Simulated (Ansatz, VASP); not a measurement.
One calculation of TaGa2, two programs

```xyz
3
Lattice="2.8721 0.0000 0.0000 0.0000 2.8721 0.0000 0.0000 0.0000 5.9539" Properties=species:S:1:pos:R:3 pbc="T T T"
Ta    0.0000    0.0000    0.0000
Ga    1.4360    1.4360    1.6928
Ga    1.4360    1.4360    4.2611
```

Change from the starting cell: species swapped into the Ga2Cu type (P4/mmm, No. 123).

Alike in both runs: task relaxation of cell and atoms; functional PBE; k mesh 6 × 6 × 4; occupations gaussian, width 0.1 eV; no spin polarisation.

```csv
,VASP,Ansatz
version,VASP 6.6.1,Ansatz 0.2.0
potentials or method,"VASP PAW PBE potentials, release 64 (Ta_pv, Ga_d)","scalar-relativistic, plane waves, PAW"
plane-wave cutoff (eV),600,420
valence electrons in the cell,37,39
```

|  | VASP | Ansatz | Ansatz less VASP |
| --- | --- | --- | --- |
| gap on the k mesh at the Fermi level, each at its own relaxed structure (eV) | none | none | - |
| relaxed volume (Å³/atom) | 17.62 | 17.59 | -0.035 |
| relaxed cell length with the largest relative difference (Å) | 6.635 | 6.627 | -0.0080 |
| energy change over the relaxation (meV/atom) | -329 | -326 | +3.9 |

A gap of «none» marks a metal or a gap that the smearing closes. The two sets of potentials don't hold the same shells in valence.

Caveats: the k mesh is coarse (spacing up to 0.36 Å⁻¹), so the values aren't converged. Spin-orbit coupling is left out, which matters for the levels of Ta.
